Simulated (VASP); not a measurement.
A VASP calculation is set up with these files.

### POSCAR
```
TiN
1
    0.0000000000     2.1660594672     2.1660594672
    2.1660594672     0.0000000000     2.1660594672
    2.1660594672     2.1660594672     0.0000000000
Ti N
1 1
Direct
  0.0000000000   0.0000000000   0.0000000000
  0.5000000000   0.5000000000   0.5000000000
```

INCAR:
```
LCHARG = F
LMAXMIX = 4
ISIF = 2   # forces and stress, cell fixed
SYSTEM = TiN
LREAL = F   # projection in real space or not
ENCUT = 520   # plane-wave cut-off (eV)
SIGMA = 0.1   # width (eV)
NELM = 100
GGA = PE   # PBE
ALGO = Normal
ISMEAR = 1   # Methfessel-Paxton
PREC = Accurate
LASPH = T   # aspherical one-centre terms
EDIFF = 1E-7
LWAVE = F
```

File KPOINTS:
```
Automatic mesh
0
Gamma
15 15 15
0 0 0
```

POTCAR, in this order: Ti_sv N (PBE.64 set). Program: vasp_std.

Question: Write an equivalent input for Ansatz.

Answer: One equivalent input (not run):
Ansatz 0.2 input:
```yaml
crystal:
  lattice:
    - [0.0000000, 2.1660595, 2.1660595]
    - [2.1660595, 0.0000000, 2.1660595]
    - [2.1660595, 2.1660595, 0.0000000]
  atoms:
    - { symbol: Ti, position: [0.0000000, 0.0000000, 0.0000000] }
    - { symbol: N, position: [0.5000000, 0.5000000, 0.5000000] }
kpoints:
  mp_grid: { grid: [15, 15, 15] }
hamiltonian:
  xc: pbe
  pseudopotentials: { kind: paw }
scf:
  occupations: { method: methfessel_paxton, width: 0.1 }
  max_iter: 100
output: { forces: true, stress: true, eigenvalues: true }
```
The two are equivalent in intent, not identical: each code has its own PAW files, so the cut-off isn't converted (ENCUT is set for VASP's; basis.ecutwfc is left out, and Ansatz then takes the one that its files recommend); Ansatz stops its SCF on the density residual and VASP on the energy change (EDIFF).

The compound is TiN in the rock salt structure. This cell is one point of a volume scan, at 1.06 of the reference volume.
